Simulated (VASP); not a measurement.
An input for Quantum ESPRESSO's pw.x (written as the equivalent of a VASP run, and not itself run):

```
&CONTROL
  calculation = 'vc-relax'
  pseudo_dir = './pseudo'
  outdir = './out'
  tprnfor = .true.
  tstress = .true.
  nstep = 40
  forc_conv_thr = 0.00078
/
&SYSTEM
  ibrav = 0
  nat = 2
  ntyp = 2
  ecutwfc = 86
  occupations = 'smearing'
  smearing = 'gaussian'
  degauss = 0.003675
  input_dft = 'pz'
/
&ELECTRONS
  conv_thr = 7.3e-08
  electron_maxstep = 100
/
&IONS
/
&CELL
  press = 450
/
ATOMIC_SPECIES
  Ag 107.868 Ag.upf
  Br 79.904 Br.upf
CELL_PARAMETERS angstrom
     0.0000000    2.5720089    2.5720089
     2.5720089    0.0000000    2.5720089
     2.5720089    2.5720089    0.0000000
ATOMIC_POSITIONS crystal
  Ag   0.0000000  0.0000000  0.0000000
  Br   0.5000000  0.5000000  0.5000000
K_POINTS automatic
  9 9 9 0 0 0
```

Q: Translate this input to VASP (INCAR, KPOINTS, POSCAR, choice of POTCAR).

A: This is not unique; one that fits is 
**POSCAR**
```
AgBr
1.0
  0.0000000000   2.5720089076   2.5720089076
  2.5720089076   0.0000000000   2.5720089076
  2.5720089076   2.5720089076   0.0000000000
Ag Br
1 1
Cartesian
  0.0000000000   0.0000000000   0.0000000000
  2.5720089076   2.5720089076   2.5720089076
```

### INCAR
```
SYSTEM = AgBr
PREC = Accurate
ENCUT = 500
EDIFF = 1E-6
NELM = 100
ALGO = Normal
LREAL = .FALSE.
LASPH = .TRUE.
ISMEAR = 0
SIGMA = 0.05
LMAXMIX = 4
LWAVE = .FALSE.
LCHARG = .FALSE.
IBRION = 2
ISIF = 3
NSW = 40
EDIFFG = -0.02
PSTRESS = 450
```

**KPOINTS**
```
Automatic
0
gamma
9 9 9
```

POTCAR, in this order: Ag Br (LDA.64 set). Program: vasp_std.

Limits of the translation: the potentials are each code's own (VASP's PAW set, PseudoDojo norm-conserving files in pw.x), so ENCUT and ecutwfc are chosen apart and not converted; conv_thr bounds pw.x's estimated SCF error, while EDIFF bounds the energy change between steps; forc_conv_thr acts on force components and is met together with etot_conv_thr.

The compound is AgBr in the rock salt structure. This run relaxes it under an external pressure of 45 GPa. Symmetry was kept, so distortions that lower it aren't found.
